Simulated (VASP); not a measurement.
An input for Quantum ESPRESSO's pw.x (written as the equivalent of a VASP run, and not itself run):

```
&CONTROL
  calculation = 'scf'
  pseudo_dir = './pseudo'
  outdir = './out'
  tprnfor = .true.
  tstress = .true.
/
&SYSTEM
  ibrav = 0
  nat = 3
  ntyp = 2
  ecutwfc = 76
  occupations = 'smearing'
  smearing = 'methfessel-paxton'
  degauss = 0.00735
  input_dft = 'pbe'
/
&ELECTRONS
  conv_thr = 7.3e-08
  electron_maxstep = 100
/
ATOMIC_SPECIES
  Hf 178.490 Hf.upf
  B 10.810 B.upf
CELL_PARAMETERS angstrom
     1.5700000   -2.7193200    0.0000000
     1.5700000    2.7193200    0.0000000
     0.0000000    0.0000000    3.4800000
ATOMIC_POSITIONS crystal
  Hf   0.0000000  0.0000000  0.0000000
  B    0.3333330  0.6666670  0.5000000
  B    0.6666670  0.3333330  0.5000000
K_POINTS automatic
  9 9 7 0 0 0
```

Question: Write the VASP files for the same calculation (PBE).

Answer: This is not unique; one that fits is 
File POSCAR:
```
HfB2
1
    1.5700000000    -2.7193200000     0.0000000000
    1.5700000000     2.7193200000     0.0000000000
    0.0000000000     0.0000000000     3.4800000000
Hf B
1 2
Direct
  0.0000000000   0.0000000000   0.0000000000
  0.3333330000   0.6666670000   0.5000000000
  0.6666670000   0.3333330000   0.5000000000
```

INCAR:
```
PREC = Accurate
EDIFF = 1E-6
LWAVE = .FALSE.
SIGMA = 0.1
ISIF = 2
SYSTEM = HfB2
LASPH = .TRUE.
NELM = 100   ! most electronic steps
GGA = PE
ISMEAR = 1   ! Methfessel-Paxton
LMAXMIX = 6   ! l cut-off of mixed one-centre charges
LCHARG = .FALSE.
LREAL = .FALSE.   ! projection in real space or not
ENCUT = 520   ! plane-wave cut-off (eV)
ALGO = Normal   ! blocked Davidson
```

**KPOINTS**
```
Automatic mesh
0
Gamma
9 9 7
0 0 0
```

POTCAR, in this order: Hf_pv B (PBE.64 set). Program: vasp_std.

The two are equivalent in intent, not identical: the potentials are each code's own (VASP's PAW set, PseudoDojo norm-conserving files in pw.x), so ENCUT and ecutwfc are chosen apart and not converted; conv_thr bounds pw.x's estimated SCF error, while EDIFF bounds the energy change between steps.

The compound is HfB2 in the AlB2 type structure. The cell was not relaxed at this level.
